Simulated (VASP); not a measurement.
An input for Quantum ESPRESSO's pw.x (written as the equivalent of a VASP run, and not itself run):

```
&CONTROL
  calculation = 'vc-relax'
  pseudo_dir = './pseudo'
  outdir = './out'
  tprnfor = .true.
  tstress = .true.
  nstep = 60
  forc_conv_thr = 0.00039
/
&SYSTEM
  ibrav = 0
  nat = 2
  ntyp = 2
  ecutwfc = 98
  occupations = 'smearing'
  smearing = 'methfessel-paxton'
  degauss = 0.00735
  input_dft = 'pbesol'
  nspin = 2
  starting_magnetization(1) = 0.2
/
&ELECTRONS
  conv_thr = 7.3e-08
  electron_maxstep = 100
/
&IONS
/
&CELL
/
ATOMIC_SPECIES
  Ni 58.693 Ni.upf
  Si 28.085 Si.upf
CELL_PARAMETERS angstrom
     0.0000000    2.5380000    2.5380000
     2.5380000    0.0000000    2.5380000
     2.5380000    2.5380000    0.0000000
ATOMIC_POSITIONS crystal
  Ni   0.0000000  0.0000000  0.0000000
  Si   0.5000000  0.5000000  0.5000000
K_POINTS automatic
  11 11 11 0 0 0
```

Question: Translate this input to VASP (INCAR, KPOINTS, POSCAR, choice of POTCAR).

Answer: This is not unique; one that fits is 
KPOINTS:
```
Automatic mesh
0
Gamma
  11 11 11
```

POSCAR:
```
NiSi
1
    0.0000000000     2.5380000000     2.5380000000
    2.5380000000     0.0000000000     2.5380000000
    2.5380000000     2.5380000000     0.0000000000
Ni Si
1 1
Direct
  0.0000000000   0.0000000000   0.0000000000
  0.5000000000   0.5000000000   0.5000000000
```

### INCAR
```
ALGO  =  Normal
EDIFF  =  1E-6
EDIFFG  =  -0.01
ENCUT  =  400
GGA  =  PS
IBRION  =  2
ISIF  =  3
ISMEAR  =  1
ISPIN  =  2
LASPH  =  .True.
LCHARG  =  .False.
LMAXMIX  =  4
LORBIT  =  10
LREAL  =  .False.
LWAVE  =  .False.
MAGMOM  =  2.0 0.0
NELM  =  100
NSW  =  60
PREC  =  Accurate
SIGMA  =  0.1
SYSTEM  =  NiSi
```

POTCAR, in this order: Ni Si (PBE.64 set). Program: vasp_std.

What does not carry over: the potentials are each code's own (VASP's PAW set, PseudoDojo norm-conserving files in pw.x), so ENCUT and ecutwfc are chosen apart and not converted; conv_thr bounds pw.x's estimated SCF error, while EDIFF bounds the energy change between steps; starting_magnetization is a fraction of the valence charge and MAGMOM a moment in μB, so they match only roughly; forc_conv_thr acts on force components and is met together with etot_conv_thr.

The structure was generated: NiSi was put into the rock salt type (Fm-3m), which need not be its known phase. This run relaxes it. Symmetry was kept, so distortions that lower it aren't found.
